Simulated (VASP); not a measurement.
Here is the system:

```
MgSe
1.0
    0.00000     2.75206     2.75206
    2.75206     0.00000     2.75206
    2.75206     2.75206     0.00000
Mg Se
1 1
Direct
  0.00000   0.00000   0.00000
  0.50000   0.50000   0.50000
```

Level of theory: PBE GGA, VASP's PBE PAW potentials (set 64) (plane waves; VASP). Settings: 480 eV cut-off, 8×8×8 Γ-centred mesh, Gaussian smearing of 0.050 eV, potentials Mg Se.

Q: Estimate the energy per atom (σ→0), band gap (on the k-mesh) with the smallest direct gap where there is one.

A: 
```json
{
  "band gap (on the k-mesh)": "1.75 eV",
  "smallest direct gap (on the k-mesh)": "2.40 eV",
  "energy per atom (σ→0)": "-361.4 kJ/mol of atoms"
}
```

The structure comes from a computed database's MgSe entry (Fm-3m); how it stands against other phases isn't given here. It was relaxed first. The start is the result of an earlier pass.
